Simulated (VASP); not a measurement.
Al3Au under changes of volume

One of the cells (16.973 Å³/atom); the others are scaled copies at fixed shape and fractional positions:

```xyz
4
Lattice="-2.0387 2.0387 4.0835 2.0387 -2.0387 4.0835 2.0387 2.0387 -4.0835" Properties=species:S:1:pos:R:3 pbc="T T T"
Au    0.0000    0.0000    0.0000
Al    0.0000    0.0000    4.0835
Al    2.0387    0.0000    2.0417
Al    0.0000    2.0387    2.0417
```

The cell comes from a database or a generator and needn't be the stable form of this composition.

```yaml
Program: VASP 6.6.1
Functional: r2SCAN
Potentials_or_basis: VASP PAW PBE potentials, release 64 (Au, Al)
Cutoff: 520 eV
k_mesh: 9 × 9 × 9
Occupations: fermi-dirac, width 0.05 eV
Spin: no spin polarisation
```

```csv
volume (Å³/atom),energy over the lowest point (meV/atom),pressure (GPa)
15.642,?,?
15.974,0.00,1.1
16.307,0.20,-1.2
16.973,13.28,-4.9
17.306,25.18,-6.5
17.638,40.13,-7.9
```

What does the run at 15.642 Å³/atom give?

Energy over the lowest point 4.76 meV/atom; pressure 3.6 GPa.

Worked out: A Birch-Murnaghan fit of order 3 (a polynomial in V^(-2/3)) to the other rows has its minimum at 16.12 Å³/atom with B0 = V·E''(V) = 109 GPa and B' = 4.8 at fixed shape and positions, which overstates the stiffness. It gives 4.71 meV/atom at 15.642 Å³/atom, against the run's 4.76, and -dE/dV = 3.6 GPa, against 3.6.

Energies are extrapolated to zero smearing.

Caveats: the PAW data sets were made with another functional, which shifts forces and pressure a little.
